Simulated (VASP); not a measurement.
**SrTiO3 (Tausonite): zone-centre modes, functional by functional**

Aim: the vibrations of SrTiO3 (Tausonite) at the zone centre, at several levels of theory. The starting structure is a measured crystal structure from the Crystallography Open Database.

Main program and level: VASP 6.6.1; Kohn-Sham DFT with plane waves and PAW; LDA+U (Ti d 4 eV), PBEsol+U (Ti d 4 eV), PBE+U (Ti d 4 eV), PBEsol + D3(BJ)+U (Ti d 4 eV), r2SCAN+U (Ti d 4 eV) and r2SCAN + rVV10+U (Ti d 4 eV).

## Step 1: Starting point

It takes space group Pm-3m (No. 221, cubic). Conventional cell: a = 3.905 Å, b = 3.905 Å, c = 3.905 Å, α = 90.00°, β = 90.00°, γ = 90.00°. Nearest to Sr lie 12 O at 2.76 Å. Nearest to Ti lie 6 O at 1.95 Å. O has 2 Ti at 1.95 Å and 4 Sr at 2.76 Å nearest. Farther neighbours and most contacts between anions are not listed.

## Step 2: Modes with LDA+U (Ti d 4 eV)

LDA, the lowest rung, knows the local density alone. The U is chosen by hand, not computed for this crystal, and pushes the named shell towards whole occupations. The cell comes from a relaxation at this level, not shown (58.80 Å³).

INCAR reads:

```
SYSTEM = SrTiO3
PREC = Accurate
ENCUT = 520
EDIFF = 1E-08
NELM = 100
ISMEAR = 0
SIGMA = 0.03
LREAL = .FALSE.
ALGO = Normal
GGA = CA
NBANDS = 28
ISPIN = 2
MAGMOM = 0 1 0 0 0
LDAU = .TRUE.
LDAUTYPE = 2
LDAUL = -1 2 -1
LDAUU = 0 4 0
LDAUJ = 0 0 0
LDAUPRINT = 1
LASPH = .TRUE.
LMAXMIX = 4
LORBIT = 11
LWAVE = .FALSE.
LCHARG = .FALSE.
KPAR = 4
IBRION = 6
NFREE = 2
POTIM = 0.015
NSW = 1
ISIF = 2
```

POSCAR reads:

```
SrTiO3
1.0
    3.8886797529      0.0000000000      0.0000000000
    0.0000000000      3.8886797529      0.0000000000
    0.0000000000      0.0000000000      3.8886797529
Sr Ti O
1 1 3
Direct
    0.5000000000      0.5000000000      0.5000000000
    0.0000000000      0.0000000000      0.0000000000
    0.0000000000      0.0000000000      0.5000000000
    0.0000000000      0.5000000000      0.0000000000
    0.5000000000      0.0000000000      0.0000000000
```

KPOINTS reads:

```
Automatic mesh
0
Gamma
6 6 6
0 0 0
```

The projector-augmented-wave data sets are Sr_sv, Ti_sv and O (LDA family, release 64).

Run with:

```
$ mpirun -np 4 vasp_std
```

What it wrote:

```text
[banner, memory and clock lines left out]
running    4 mpi-ranks, on    1 nodes
 distrk:  each k-point on    1 cores,    4 groups
 distr:  one band on    1 cores,    1 groups

 POSCAR found type information on POSCAR SrTiO
 POSCAR found :  3 types and       5 ions
 LDA part: xc-table for (Slater(with rela. corr.)+CA(PZ))
 , standard interpolation
 POSCAR, INCAR and KPOINTS ok, starting setup
 FFT: planning ... GRIDC
 FFT: planning ... GRID_SOFT
 FFT: planning ... GRID
 WAVECAR not read
 entering main loop
       N       E                     dE             d eps       ncg     rms          rms(c)
DAV:   1     0.416872460546E+03    0.41687E+03   -0.20324E+04  2240   0.152E+03
DAV:   2    -0.135105609545E+02   -0.43038E+03   -0.41144E+03  2588   0.433E+02
DAV:   3    -0.499650873688E+02   -0.36455E+02   -0.36192E+02  2608   0.129E+02
DAV:   4    -0.520847587715E+02   -0.21197E+01   -0.21150E+01  3856   0.253E+01
DAV:   5    -0.521221652531E+02   -0.37406E-01   -0.37394E-01  2944   0.285E+00    0.280E+01
DAV:   6    -0.412757232604E+02    0.10846E+02   -0.53161E+01  3208   0.656E+01    0.166E+01
DAV:   7    -0.414252906839E+02   -0.14957E+00   -0.60619E+00  2800   0.150E+01    0.107E+01
DAV:   8    -0.414213242712E+02    0.39664E-02   -0.15429E+00  2732   0.109E+01    0.316E+00
DAV:   9    -0.413712558193E+02    0.50068E-01   -0.21772E-01  2732   0.458E+00    0.101E+00
DAV:  10    -0.413644972733E+02    0.67585E-02   -0.71874E-02  2940   0.194E+00    0.627E-01
DAV:  11    -0.413642492130E+02    0.24806E-03   -0.77007E-03  2920   0.848E-01    0.189E-01
DAV:  12    -0.413638888513E+02    0.36036E-03   -0.15292E-03  2712   0.299E-01    0.745E-02
DAV:  13    -0.413638793415E+02    0.95099E-05   -0.26084E-04  2876   0.159E-01    0.578E-02
DAV:  14    -0.413638785374E+02    0.80407E-06   -0.57944E-05  2924   0.575E-02    0.216E-02
DAV:  15    -0.413638787862E+02   -0.24885E-06   -0.44550E-06  2980   0.150E-02    0.812E-03
DAV:  16    -0.413638785897E+02    0.19653E-06   -0.16380E-06  2528   0.826E-03    0.356E-03
DAV:  17    -0.413638785678E+02    0.21910E-07   -0.17978E-07  2840   0.334E-03    0.118E-03
DAV:  18    -0.413638785635E+02    0.43460E-08   -0.10039E-08  1852   0.784E-04
   1 F= -.41363879E+02 E0= -.41363879E+02  d E =-.235869E-46  mag=     0.0000
[... from here on, the cycles between the ionic steps are left out ...]
   2 F= -.41363471E+02 E0= -.41363471E+02  d E =-.176159E-46  mag=     0.0000
   3 F= -.41363471E+02 E0= -.41363471E+02  d E =-.177345E-46  mag=     0.0000
   4 F= -.41362838E+02 E0= -.41362838E+02  d E =-.181629E-46  mag=    -0.0000
   5 F= -.41362838E+02 E0= -.41362838E+02  d E =-.182911E-46  mag=    -0.0000
   6 F= -.41363433E+02 E0= -.41363433E+02  d E =-.204418E-46  mag=     0.0000
   7 F= -.41363433E+02 E0= -.41363433E+02  d E =-.203795E-46  mag=     0.0000
   8 F= -.41361946E+02 E0= -.41361946E+02  d E =-.219552E-46  mag=    -0.0000
 Finite differences progress:
  Degree of freedom:   4/  4
  Displacement:        1/  2
  Total:               7/  8
 bond charge predicted
       N       E                     dE             d eps       ncg     rms          rms(c)
DAV:   1    -0.413589385858E+02    0.30070E-02   -0.39564E+00  4720   0.983E+00    0.267E-01
DAV:   2    -0.413627925374E+02   -0.38540E-02   -0.61090E-02  5464   0.140E+00    0.160E-01
DAV:   3    -0.413619444789E+02    0.84806E-03   -0.31576E-03  5224   0.367E-01    0.578E-02
DAV:   4    -0.413619504997E+02   -0.60208E-05   -0.50683E-04  5280   0.166E-01    0.303E-02
DAV:   5    -0.413619476967E+02    0.28030E-05   -0.26394E-05  6496   0.482E-02    0.184E-02
DAV:   6    -0.413619457662E+02    0.19305E-05   -0.36788E-06  6284   0.199E-02    0.563E-03
DAV:   7    -0.413619455721E+02    0.19412E-06   -0.11545E-06  5284   0.794E-03    0.119E-03
DAV:   8    -0.413619455782E+02   -0.61200E-08   -0.16478E-07  5412   0.314E-03    0.632E-04
DAV:   9    -0.413619455759E+02    0.23697E-08   -0.16379E-08  3636   0.110E-03
   9 F= -.41361946E+02 E0= -.41361946E+02  d E =-.217889E-46  mag=    -0.0000
 Finite differences progress:
  Degree of freedom:   4/  4
  Displacement:        2/  2
  Total:               8/  8
```

Run time: 84 s. Hardware: 4 MPI ranks of Intel Xeon 6975P-C (Granite Rapids), shared host; peak memory 1.6 GiB.

The logs omit lines about the potential files and the build; timing stands in the text.

Parts of OUTCAR (step 2):

```text
ion  position               nearest neighbor table
   1  0.500  0.500  0.500-   3 2.75   4 2.75   5 2.75   4 2.75   5 2.75   3 2.75   5 2.75   5 2.75
                             3 2.75   4 2.75   4 2.75   3 2.75   2 3.37   2 3.37   2 3.37   2 3.37
   2  0.000  0.000  0.000-   3 1.94   4 1.94   5 1.94   3 1.94   4 1.94   5 1.94   1 3.37   1 3.37
                             1 3.37   1 3.37   1 3.37   1 3.37   1 3.37   1 3.37
   3  0.000  0.000  0.500-   2 1.94   2 1.94   1 2.75   1 2.75   1 2.75   1 2.75
   4  0.000  0.500  0.000-   2 1.94   2 1.94   1 2.75   1 2.75   1 2.75   1 2.75
   5  0.500  0.000  0.000-   2 1.94   2 1.94   1 2.75   1 2.75   1 2.75   1 2.75

  LATTYP: Found a simple cubic cell.
 ALAT       =     3.8886797529

 Subroutine GETGRP returns: Found 48 space group operations
 (whereof 48 operations were pure point group operations)

The static configuration has the point symmetry O_h .

 Found     20 irreducible k-points:

   k-points           NKPTS =     20   k-points in BZ     NKDIM =     20   number of bands    NBANDS=     28

   dimension x,y,z NGX =    30 NGY =   30 NGZ =   30
   dimension x,y,z NGXF=    60 NGYF=   60 NGZF=   60

   ENCUT  =  520.0 eV  38.22 Ry    6.18 a.u.   7.23  7.23  7.23*2*pi/ulx,y,z

   NELECT =      40.0000    total number of electrons

 k-points in reciprocal lattice and weights: Automatic mesh
   0.00000000  0.00000000  0.00000000       0.005
   0.16666667  0.00000000  0.00000000       0.028
   0.33333333  0.00000000  0.00000000       0.028
   0.50000000  0.00000000  0.00000000       0.014
   0.16666667  0.16666667  0.00000000       0.056
   0.33333333  0.16666667  0.00000000       0.111
   0.50000000  0.16666667  0.00000000       0.056
   0.33333333  0.33333333  0.00000000       0.056
   0.50000000  0.33333333  0.00000000       0.056
[...]
0.50000000  0.50000000  0.33333333       0.028
   0.50000000  0.50000000  0.50000000       0.005

atom =   2  type =  2  l = 2

 onsite density matrix

spin component  1

  0.1078 -0.0000 -0.0000  0.0000 -0.0000
 -0.0000  0.1079  0.0000  0.0000  0.0000
 -0.0000  0.0000  0.2601 -0.0000  0.0000
  0.0000  0.0000 -0.0000  0.1079  0.0000
 -0.0000  0.0000  0.0000  0.0000  0.2599

spin component  2

  0.1078 -0.0000  0.0000  0.0000 -0.0000
 -0.0000  0.1079  0.0000 -0.0000  0.0000
  0.0000  0.0000  0.2601 -0.0000 -0.0000
  0.0000 -0.0000 -0.0000  0.1079  0.0000
 -0.0000  0.0000 -0.0000  0.0000  0.2599

 occupancies and eigenvectors

  o =  0.1078  v =  0.0000  0.0000  0.0000  0.0000  0.0000  1.0000  0.0000  0.0000  0.0000  0.0000      0.0000  0.0000  0.0000  0.0000  0.0000  0.0000  0.0000  0.0000  0.0000  0.0000
  o =  0.1078  v =  1.0000  0.0000  0.0000  0.0000  0.0000  0.0000  0.0000  0.0000  0.0000  0.0000      0.0000  0.0000  0.0000  0.0000  0.0000  0.0000  0.0000  0.0000  0.0000  0.0000
  o =  0.1079  v =  0.0000 -1.0000 -0.0000  0.0000  0.0000  0.0000  0.0000  0.0000  0.0000  0.0000      0.0000  0.0000  0.0000  0.0000  0.0000  0.0000  0.0000  0.0000  0.0000  0.0000
  o =  0.1079  v =  0.0000 -0.0000 -0.0000 -1.0000  0.0000  0.0000  0.0000  0.0000  0.0000  0.0000      0.0000  0.0000  0.0000  0.0000  0.0000  0.0000  0.0000  0.0000  0.0000  0.0000
  o =  0.1079  v =  0.0000  0.0000  0.0000  0.0000  0.0000  0.0000  0.0000  0.0000 -1.0000 -0.0000      0.0000  0.0000  0.0000  0.0000  0.0000  0.0000  0.0000  0.0000  0.0000  0.0000
  o =  0.1079  v =  0.0000  0.0000  0.0000  0.0000  0.0000  0.0000 -1.0000  0.0000 -0.0000 -0.0000      0.0000  0.0000  0.0000  0.0000  0.0000  0.0000  0.0000  0.0000  0.0000  0.0000
  o =  0.2599  v =  0.0000  0.0000  0.0000  0.0000  0.0000  0.0000 -0.0000  0.0000  0.0000  1.0000      0.0000  0.0000  0.0000  0.0000  0.0000  0.0000  0.0000  0.0000  0.0000  0.0000
  o =  0.2599  v =  0.0000 -0.0000 -0.0000  0.0000  1.0000  0.0000  0.0000  0.0000  0.0000  0.0000      0.0000  0.0000  0.0000  0.0000  0.0000  0.0000  0.0000  0.0000  0.0000  0.0000
  o =  0.2601  v =  0.0000  0.0000 -1.0000  0.0000 -0.0000  0.0000  0.0000  0.0000  0.0000  0.0000      0.0000  0.0000  0.0000  0.0000  0.0000  0.0000  0.0000  0.0000  0.0000  0.0000
  o =  0.2601  v =  0.0000  0.0000  0.0000  0.0000  0.0000  0.0000  0.0000  1.0000  0.0000 -0.0000      0.0000  0.0000  0.0000  0.0000  0.0000  0.0000  0.0000  0.0000  0.0000  0.0000

 average (electrostatic) potential at core
       1 -34.0970       2 -77.3467       3 -70.3761       4 -70.3743       5 -70.3743

 E-fermi :   4.4162

 spin component 1
 k-point     1 :       0.0000    0.0000    0.0000
  band No.  band energies     occupation
    ...
     16       2.8918      1.00000
     17       2.8931      1.00000
     18       3.7030      1.00000
     19       3.7041      1.00000
     20       3.7041      1.00000
     21       6.4020      0.00000
     22       6.4032      0.00000
     23       6.4032      0.00000
     24       8.5586      0.00000
     25       8.5595      0.00000
    ...

 k-point     2 :       0.1667    0.0000    0.0000
  band No.  band energies     occupation
    ...
     16       2.5718      1.00000
     17       2.6440      1.00000
     18       2.9561      1.00000
     19       3.5568      1.00000
     20       3.5568      1.00000
     21       6.4551      0.00000
     22       6.9701      0.00000
     23       6.9701      0.00000
     24       8.5724      0.00000
     25       9.2713      0.00000
    ...

 k-point     3 :       0.3333    0.0000    0.0000
  band No.  band energies     occupation
    ...
     16       2.0285      1.00000
     17       2.0304      1.00000
     18       2.2074      1.00000
     19       3.3728      1.00000
     20       3.3730      1.00000
     21       6.5645      0.00000
     22       7.9382      0.00000
     23       7.9388      0.00000
     24       8.5835      0.00000
     25      10.3005      0.00000
    ...

 k-point     4 :       0.5000    0.0000    0.0000
  band No.  band energies     occupation
    ...
     16       1.7867      1.00000
     17       1.7876      1.00000
     18       2.0143      1.00000
     19       3.3008      1.00000
     20       3.3011      1.00000
     21       6.6222      0.00000
     22       8.3910      0.00000
     23       8.3915      0.00000
     24       8.5867      0.00000
     25      10.7402      0.00000
    ...

 k-point     5 :       0.1667    0.1667    0.0000
  band No.  band energies     occupation
    ...
     16       2.3287      1.00000
     17       2.7469      1.00000
     18       2.8776      1.00000
     19       3.2547      1.00000
     20       3.3405      1.00000
     21       6.9386      0.00000
     22       7.0693      0.00000
     23       7.2598      0.00000
     24       8.9238      0.00000
     25       9.7088      0.00000
[...]
1.944340  1.944340  1.944340     0.020471    0.007856    0.000000
      0.000000  0.000000  0.000000     0.149876    0.057520   -0.000000
      0.000000  0.000000  1.944340     0.266680    0.102348   -0.000000
      0.000000  1.944340  0.000000     0.266680   -0.322586    0.000000
      1.944340  0.000000  0.000000    -0.840535    0.102348    0.000000

   4 f  =    7.634607 THz    47.969649 2PiTHz  254.663070 cm-1    31.574182 meV
             X         Y         Z           dx          dy          dz
      1.944340  1.944340  1.944340    -0.084392    0.221575   -0.001207
      0.000000  0.000000  0.000000     0.288175   -0.756617    0.004120
      0.000000  0.000000  1.944340    -0.132842    0.348782   -0.000500
      0.000000  1.944340  0.000000    -0.132842    0.091803   -0.001899
      1.944340  0.000000  0.000000    -0.034965    0.348782   -0.001899

   5 f  =    7.634607 THz    47.969649 2PiTHz  254.663070 cm-1    31.574182 meV
             X         Y         Z           dx          dy          dz
      1.944340  1.944340  1.944340     0.020443    0.006500   -0.236133
      0.000000  0.000000  0.000000    -0.069808   -0.022197    0.806329
      0.000000  0.000000  1.944340     0.032180    0.010232   -0.097835
      0.000000  1.944340  0.000000     0.032180    0.002693   -0.371698
      1.944340  0.000000  0.000000     0.008470    0.010232   -0.371698

   6 f  =    7.634607 THz    47.969649 2PiTHz  254.663070 cm-1    31.574182 meV
             X         Y         Z           dx          dy          dz
      1.944340  1.944340  1.944340    -0.220633   -0.084150   -0.021418
      0.000000  0.000000  0.000000     0.753401    0.287348    0.073136
      0.000000  0.000000  1.944340    -0.347300   -0.132461   -0.008874
      0.000000  1.944340  0.000000    -0.347300   -0.034865   -0.033714
      1.944340  0.000000  0.000000    -0.091413   -0.132461   -0.033714

   7 f  =    6.840808 THz    42.982066 2PiTHz  228.184804 cm-1    28.291297 meV
             X         Y         Z           dx          dy          dz
      1.944340  1.944340  1.944340    -0.000000    0.000000    0.000000
      0.000000  0.000000  0.000000     0.000000   -0.000000   -0.000000
      0.000000  0.000000  1.944340    -0.661422    0.249406    0.000000
      0.000000  1.944340  0.000000     0.661422    0.000000   -0.017817
      1.944340  0.000000  0.000000     0.000000   -0.249406    0.017817

   8 f  =    6.840808 THz    42.982066 2PiTHz  228.184804 cm-1    28.291297 meV
             X         Y         Z           dx          dy          dz
      1.944340  1.944340  1.944340     0.000000    0.000000    0.000000
      0.000000  0.000000  0.000000    -0.000000   -0.000000   -0.000000
      0.000000  0.000000  1.944340     0.191289    0.537171   -0.000000
      0.000000  1.944340  0.000000    -0.191289    0.000000    0.418158
      1.944340  0.000000  0.000000     0.000000   -0.537171   -0.418158

   9 f  =    6.840808 THz    42.982066 2PiTHz  228.184804 cm-1    28.291297 meV
             X         Y         Z           dx          dy          dz
      1.944340  1.944340  1.944340     0.000000    0.000000    0.000000
      0.000000  0.000000  0.000000    -0.000000   -0.000000   -0.000000
      0.000000  0.000000  1.944340     0.161025    0.386322    0.000000
      0.000000  1.944340  0.000000    -0.161025    0.000000   -0.569936
      1.944340  0.000000  0.000000     0.000000   -0.386322    0.569936

  10 f  =    3.783128 THz    23.770097 2PiTHz  126.191582 cm-1    15.645755 meV
             X         Y         Z           dx          dy          dz
      1.944340  1.944340  1.944340     0.001719    0.013942    0.682799
      0.000000  0.000000  0.000000    -0.000605   -0.004910   -0.240452
      0.000000  0.000000  1.944340    -0.001102   -0.008937   -0.303980
      0.000000  1.944340  0.000000    -0.001102   -0.006207   -0.437688
      1.944340  0.000000  0.000000    -0.000765   -0.008937   -0.437688

  11 f  =    3.783128 THz    23.770097 2PiTHz  126.191582 cm-1    15.645755 meV
             X         Y         Z           dx          dy          dz
      1.944340  1.944340  1.944340     0.405264    0.549566   -0.012241
      0.000000  0.000000  0.000000    -0.142716   -0.193533    0.004311
      0.000000  0.000000  1.944340    -0.259782   -0.352283    0.005450
      0.000000  1.944340  0.000000    -0.259782   -0.244666    0.007847
      1.944340  0.000000  0.000000    -0.180422   -0.352283    0.007847

  12 f  =    3.783128 THz    23.770097 2PiTHz  126.191582 cm-1    15.645755 meV
             X         Y         Z           dx          dy          dz
      1.944340  1.944340  1.944340     0.549700   -0.405209    0.006890
      0.000000  0.000000  0.000000    -0.193581    0.142697   -0.002426
      0.000000  0.000000  1.944340    -0.352369    0.259747   -0.003067
      0.000000  1.944340  0.000000    -0.352369    0.180398   -0.004417
      1.944340  0.000000  0.000000    -0.244725    0.259747   -0.004417

  13 f/i=    0.003684 THz     0.023149 2PiTHz    0.122892 cm-1     0.015237 meV
             X         Y         Z           dx          dy          dz
      1.944340  1.944340  1.944340    -0.500660   -0.474090   -0.038292
      0.000000  0.000000  0.000000    -0.370283   -0.350633   -0.028321
      0.000000  0.000000  1.944340    -0.214401   -0.203023   -0.016388
      0.000000  1.944340  0.000000    -0.214401   -0.202896   -0.016398
      1.944340  0.000000  0.000000    -0.214267   -0.203023   -0.016398

  14 f/i=    0.003684 THz     0.023149 2PiTHz    0.122892 cm-1     0.015237 meV
             X         Y         Z           dx          dy          dz
      1.944340  1.944340  1.944340    -0.302061    0.273977    0.557301
      0.000000  0.000000  0.000000    -0.223402    0.202631    0.412174
      0.000000  0.000000  1.944340    -0.129354    0.117327    0.238507
      0.000000  1.944340  0.000000    -0.129354    0.117253    0.238657
      1.944340  0.000000  0.000000    -0.129273    0.117327    0.238657

  15 f/i=    0.003684 THz     0.023149 2PiTHz    0.122892 cm-1     0.015237 meV
             X         Y         Z           dx          dy          dz
      1.944340  1.944340  1.944340    -0.367406    0.420789   -0.406002
      0.000000  0.000000  0.000000    -0.271730    0.311212   -0.300276
      0.000000  0.000000  1.944340    -0.157337    0.180198   -0.173756
      0.000000  1.944340  0.000000    -0.157337    0.180085   -0.173865
      1.944340  0.000000  0.000000    -0.157238    0.180198   -0.173865

 ELASTIC MODULI CONTR FROM IONIC RELAXATION (kBar)
 Direction    XX          YY          ZZ          XY          YZ          ZX
 --------------------------------------------------------------------------------
 XX           0.0000      0.0000      0.0000      0.0000      0.0000      0.0000
 YY           0.0000      0.0000      0.0000      0.0000      0.0000      0.0000
 ZZ           0.0000      0.0000      0.0000      0.0000      0.0000      0.0000
 XY           0.0000      0.0000      0.0000      0.0000      0.0000      0.0000
 YZ           0.0000      0.0000      0.0000      0.0000      0.0000      0.0000
 ZX           0.0000      0.0000      0.0000      0.0000      0.0000      0.0000
 --------------------------------------------------------------------------------

 total charge
# of ion       s       p       d       tot
------------------------------------------
    1        1.999   5.786   0.217   8.002
    2        2.248   6.354   1.657  10.259
    3        1.552   3.494   0.000   5.046
    4        1.552   3.494   0.000   5.046
    5        1.552   3.494   0.000   5.046
--------------------------------------------------
tot          8.903  22.622   1.874  33.398

 magnetization (x)
# of ion       s       p       d       tot
------------------------------------------
    1        0.000  -0.000  -0.000  -0.000
    2        0.000   0.000   0.000   0.000
    3        0.000  -0.000   0.000  -0.000
    4        0.000  -0.000   0.000  -0.000
    5        0.000  -0.000   0.000  -0.000
--------------------------------------------------
tot          0.000  -0.000   0.000  -0.000

[... 1 further part left out ...]
```

The last energy, forces, stress and levels in OUTCAR belong to the last displaced cell, not to the cell of POSCAR.

LDA+U (Ti d 4 eV): the zone-centre modes are T1u (3) 598.1, T1u (2) 254.7, T2u 228.2, T1u (1) 126.2 cm⁻¹.

(Continued in part 2 of 3.)

[Lines on the potential files, build, host, timing and source positions are cut from VASP's logs without a mark.]

[Logs are printed without paths, hosts, clocks, repeated set-up lines and the standing remarks that a program may print on its own settings, such as how far it seeks lower states.]

[Hosts, paths, dates, database ids (printed as entryN), source tags and the programs' standing remarks are cut or masked in the printed files.]
